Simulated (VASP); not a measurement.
Level of theory: PBEsol GGA, VASP's PBE PAW potentials (set 64) (plane waves; VASP).

VASP ran on this input.

**INCAR**
```
ALGO=Normal
EDIFF=1E-6
EDIFFG=-0.02
ENCUT=620
GGA=PS
IBRION=2
ISIF=3
ISMEAR=0
LASPH=T
LCHARG=F
LMAXMIX=6
LREAL=F
LWAVE=F
NELM=100
NSW=40
PREC=Accurate
PSTRESS=300
SIGMA=0.05
SYSTEM=BaHfO3
```

KPOINTS:
```
K-points
0
Gamma
 6 6 6
```

### POSCAR
```
BaHfO3
1.0
  3.9794571892   0.0000000000   0.0000000000
  0.0000000000   3.9794571892   0.0000000000
  0.0000000000   0.0000000000   3.9794571892
Ba Hf O
1 1 3
Cart
  0.0000000000   0.0000000000   0.0000000000
  1.9897285946   1.9897285946   1.9897285946
  1.9897285946   0.0000000000   1.9897285946
  0.0000000000   1.9897285946   1.9897285946
  1.9897285946   1.9897285946   0.0000000000
```

POTCAR, in this order: Ba_sv Hf_pv O (PBE.64 set). Program: vasp_std.

Output

OUTCAR:
```
 ion  position               nearest neighbor table
   1  0.000  0.000  0.000-   3 2.81   4 2.81   5 2.81   3 2.81   4 2.81   4 2.81   5 2.81   4 2.81
                             3 2.81   5 2.81   3 2.81   5 2.81   2 3.45   2 3.45   2 3.45   2 3.45
   2  0.500  0.500  0.500-   3 1.99   4 1.99   5 1.99   5 1.99   3 1.99   4 1.99   1 3.45   1 3.45
                             1 3.45   1 3.45   1 3.45   1 3.45   1 3.45   1 3.45
   3  0.500  0.000  0.500-   2 1.99   2 1.99   1 2.81   1 2.81   1 2.81   1 2.81
   4  0.000  0.500  0.500-   2 1.99   2 1.99   1 2.81   1 2.81   1 2.81   1 2.81
   5  0.500  0.500  0.000-   2 1.99   2 1.99   1 2.81   1 2.81   1 2.81   1 2.81
  LATTYP: Found a simple cubic cell.
 ALAT       =     3.9794571892
 Subroutine PRICEL returns:
 Original cell was already a primitive cell.
 Subroutine GETGRP returns: Found 48 space group operations
The static configuration has the point symmetry O_h .
The dynamic configuration has the point symmetry O_h .
 Subroutine INISYM returns: Found 48 space group operations
 Subroutine IBZKPT returns following result:
 Found     20 irreducible k-points:

 Following reciprocal coordinates:
            Coordinates               Weight
  0.000000  0.000000  0.000000      1.000000
  0.166667  0.000000  0.000000      6.000000
  0.333333  0.000000  0.000000      6.000000
  0.500000  0.000000  0.000000      3.000000
  0.166667  0.166667  0.000000     12.000000
  0.333333  0.166667  0.000000     24.000000
  0.500000  0.166667  0.000000     12.000000
  0.333333  0.333333  0.000000     12.000000
  0.500000  0.333333  0.000000     12.000000
  0.500000  0.500000  0.000000      3.000000
  0.166667  0.166667  0.166667      8.000000
  0.333333  0.166667  0.166667     24.000000
  0.500000  0.166667  0.166667     12.000000
  0.333333  0.333333  0.166667     24.000000
  0.500000  0.333333  0.166667     24.000000
  0.500000  0.500000  0.166667      6.000000
  0.333333  0.333333  0.333333      8.000000
  0.500000  0.333333  0.333333     12.000000
  0.500000  0.500000  0.333333      6.000000
  0.500000  0.500000  0.500000      1.000000
   k-points           NKPTS =     20   k-points in BZ     NKDIM =     20   number of bands    NBANDS=     23
   number of dos      NEDOS =    301   number of ions     NIONS =      5
   total plane-waves  NPLWV =  32768
   dimension x,y,z NGX =    32 NGY =   32 NGZ =   32
   dimension x,y,z NGXF=    64 NGYF=   64 NGZF=   64
   ions per type =               1   1   3
   PREC   = accura    normal or accurate (medium, high low for compatibility)
   ISTART =      0    job   : 0-new  1-cont  2-samecut
   ICHARG =      2    charge: 1-file 2-atom 10-const
   ISPIN  =      1    spin polarized calculation?
   LNONCOLLINEAR =      F non collinear calculations
   LSORBIT =      F    spin-orbit coupling
   INIWAV =      1    electr: 0-lowe 1-rand  2-diag
   ENCUT  =  620.0 eV  45.57 Ry    6.75 a.u.   8.08  8.08  8.08*2*pi/ulx,y,z
   NELM   =    100;   NELMIN=  2; NELMDL= -5     # of ELM steps
   EDIFF  = 0.1E-05   stopping-criterion for ELM
   LREAL  =      F    real-space projection
   NLSPLINE    = F    spline interpolate recip. space projectors
   LMAXMIX     =    6 max onsite mixed and CHGCAR
   VOSKOWN=      0    Vosko Wilk Nusair interpolation
   EDIFFG = -.2E-01   stopping-criterion for IOM
   NSW    =     40    number of steps for IOM
   NBLOCK =      1;   KBLOCK =     40    inner block; outer block
   IBRION =      2    ionic relax: 0-MD 1-quasi-New 2-CG
   NFREE  =      1    steps in history (QN), initial steepest desc. (CG)
   ISIF   =      3    stress and relaxation
   ISYM   =      2    0-nonsym 1-usesym 2-fastsym
   TEIN   =    0.0    initial temperature
   TEBEG  =    0.0;   TEEND  =   0.0 temperature during run
   SMASS  =  -3.00    Nose mass-parameter (am)
   PSTRESS=  300.0 pullay stress
   NELECT =      38.0000    total number of electrons
   EFERMI =   0.00;   METHOD = LEGACY
   ISMEAR =     0;   SIGMA  =   0.05  broadening in eV -4-tet -1-fermi 0-gaus
...
```

File OSZICAR:
```
       N       E                     dE             d eps       ncg     rms          rms(c)
DAV:   1     0.257651127786E+03    0.25765E+03   -0.24162E+04   920   0.188E+03
DAV:   2    -0.375450106592E+02   -0.29520E+03   -0.28898E+03  1150   0.391E+02
DAV:   3    -0.507050056259E+02   -0.13160E+02   -0.13138E+02  1155   0.791E+01
DAV:   4    -0.509616742799E+02   -0.25667E+00   -0.25655E+00  1337   0.102E+01
DAV:   5    -0.509681028569E+02   -0.64286E-02   -0.64285E-02  1248   0.988E-01    0.838E+01
DAV:   6    -0.449146417622E+02    0.60535E+01   -0.33765E+01  1018   0.380E+01    0.677E+01
DAV:   7    -0.448210600259E+02    0.93582E-01   -0.18887E+00  1201   0.100E+01    0.308E+01
DAV:   8    -0.448025799446E+02    0.18480E-01   -0.83726E-02  1195   0.252E+00    0.278E+00
DAV:   9    -0.447984729479E+02    0.41070E-02   -0.33496E-02  1174   0.123E+00    0.172E+00
DAV:  10    -0.447978392398E+02    0.63371E-03   -0.53064E-03  1137   0.518E-01    0.216E-01
DAV:  11    -0.447978363313E+02    0.29084E-05   -0.36288E-04  1165   0.143E-01    0.968E-02
DAV:  12    -0.447978411817E+02   -0.48503E-05   -0.56134E-05  1398   0.516E-02    0.743E-02
DAV:  13    -0.447978421229E+02   -0.94120E-06   -0.27899E-06  1039   0.127E-02
   1 F= -.32997837E+02 E0= -.32997837E+02  d E =-.329978E+02
       N       E                     dE             d eps       ncg     rms          rms(c)
DAV:   1    -0.447586659100E+02    0.39175E-01   -0.64574E-02   962   0.203E+00    0.100E+00
DAV:   2    -0.447566834726E+02    0.19824E-02   -0.88756E-03  1046   0.628E-01    0.272E-01
DAV:   3    -0.447563595367E+02    0.32394E-03   -0.58079E-04  1248   0.187E-01    0.175E-01
DAV:   4    -0.447563126425E+02    0.46894E-04   -0.27044E-04  1296   0.112E-01    0.122E-01
DAV:   5    -0.447563128284E+02   -0.18590E-06   -0.94787E-06  1185   0.177E-02
   2 F= -.32997541E+02 E0= -.32997541E+02  d E =0.296410E-03
       N       E                     dE             d eps       ncg     rms          rms(c)
DAV:   1    -0.447876036049E+02   -0.31291E-01   -0.33267E-02   948   0.146E+00    0.689E-01
DAV:   2    -0.447866324599E+02    0.97115E-03   -0.43031E-03  1032   0.439E-01    0.188E-01
DAV:   3    -0.447864669235E+02    0.16554E-03   -0.28523E-04  1220   0.131E-01    0.117E-01
DAV:   4    -0.447864394663E+02    0.27457E-04   -0.13616E-04  1253   0.789E-02    0.833E-02
DAV:   5    -0.447864404239E+02   -0.95766E-06   -0.51572E-06  1130   0.133E-02
   3 F= -.32997904E+02 E0= -.32997904E+02  d E =-.664608E-04
```

OUTCAR:
```
------------------------ aborting loop because EDIFF is reached ----------------------------------------
  FORCE on cell =-STRESS in cart. coord.  units (eV):
  Direction    XX          YY          ZZ          XY          YZ          ZX
  --------------------------------------------------------------------------------------
  Total       11.7956727     11.7956727     11.7956727     -0.0000000      0.0000000      0.0000000
  in kB      300.1816013    300.1816013    300.1816013     -0.0000000      0.0000000      0.0000000
  external PRESSURE =       0.1816013 kB  Pullay stress =     300.0000000 kB
  volume of cell :       62.96
      direct lattice vectors                 reciprocal lattice vectors
     3.978167590 -0.000000000  0.000000000     0.251372014 -0.000000000  0.000000000
     0.000000000  3.978167590  0.000000000     0.000000000  0.251372014  0.000000000
    -0.000000000 -0.000000000  3.978167590    -0.000000000 -0.000000000  0.251372014
 POSITION                                       TOTAL-FORCE (eV/Angst)
 -----------------------------------------------------------------------------------
      0.00000      0.00000      0.00000         0.000000      0.000000      0.000000
      1.98908      1.98908      1.98908        -0.000000      0.000000      0.000000
      1.98908     -0.00000      1.98908         0.000000     -0.000000      0.000000
      0.00000      1.98908      1.98908        -0.000000     -0.000000      0.000000
      1.98908      1.98908      0.00000         0.000000      0.000000     -0.000000
 -----------------------------------------------------------------------------------
    total drift:                                0.000000     -0.000000     -0.000000
  FREE ENERGIE OF THE ION-ELECTRON SYSTEM (eV)
  ---------------------------------------------------
  free  energy   TOTEN  =       -44.7864404239 eV

  energy  without entropy=      -44.7864404239  energy(sigma->0) =      -44.78644042
  enthalpy is  TOTEN    =       -32.9979038057 eV   P V=       11.7885366183

 reached required accuracy - stopping structural energy minimisation
```
(Selected blocks of OUTCAR.)

**CONTCAR**
```
BaHfO3
   1.00000000000000
     3.9781675896332835   -0.0000000000000000    0.0000000000000000
     0.0000000000000000    3.9781675896332835    0.0000000000000000
    -0.0000000000000000   -0.0000000000000000    3.9781675896332835
  Ba              Hf              O
     1     1     3
Direct
     0.0000000000000000    0.0000000000000000    0.0000000000000000
     0.5000000000000000    0.5000000000000000    0.5000000000000000
     0.5000000000000000    0.0000000000000000    0.5000000000000000
     0.0000000000000000    0.5000000000000000    0.5000000000000000
     0.5000000000000000    0.5000000000000000    0.0000000000000000
```

OUTCAR:
```
 val. band max:        3.2053972848   @ k =   0.0000   0.0000   0.0000

 cond. band min:       6.8908262502   @ k =   0.0000   0.0000   0.0000


 Fermi energy:         3.5260807352

 k-point     1 :       0.0000    0.0000    0.0000
  band No.  band energies     occupation
      1     -24.7987      2.00000
      2     -24.7987      2.00000
      3     -24.7987      2.00000
      4     -21.6359      2.00000
      5     -13.7295      2.00000
      6     -13.2547      2.00000
      7     -13.2547      2.00000
      8      -6.8027      2.00000
      9      -6.8027      2.00000
     10      -6.8027      2.00000
     11       1.8025      2.00000
     12       1.8025      2.00000
     13       1.8025      2.00000
     14       1.9723      2.00000
     15       1.9723      2.00000
     16       1.9723      2.00000
     17       3.2054      2.00000
     18       3.2054      2.00000
     19       3.2054      2.00000
     20       6.8908      0.00000
     21       6.8908      0.00000
     22       6.8908      0.00000
     23       7.9129      0.00000

 k-point     2 :       0.1667    0.0000    0.0000
  band No.  band energies     occupation
      1     -24.8734      2.00000
      2     -24.7963      2.00000
      3     -24.7963      2.00000
      4     -21.5887      2.00000
      5     -13.7646      2.00000
      6     -13.2443      2.00000
      7     -13.0185      2.00000
      8      -6.7725      2.00000
      9      -6.7725      2.00000
     10      -6.6924      2.00000
     11       1.2316      2.00000
     12       1.5941      2.00000
     13       1.5941      2.00000
     14       1.6993      2.00000
     15       1.7168      2.00000
     16       1.7168      2.00000
     17       2.3755      2.00000
     18       3.1031      2.00000
     19       3.1031      2.00000
     20       7.0388      0.00000
     21       7.7013      0.00000
     22       7.7013      0.00000
     23       8.4696      0.00000

 k-point     3 :       0.3333    0.0000    0.0000
...
```

Unless said otherwise, spin-orbit coupling is left out, though it shifts the bands of the heavy elements here.

The compound is BaHfO3 in the cubic perovskite structure. This run relaxes it under an external pressure of 30 GPa. Symmetry was kept, so distortions that lower it aren't found.
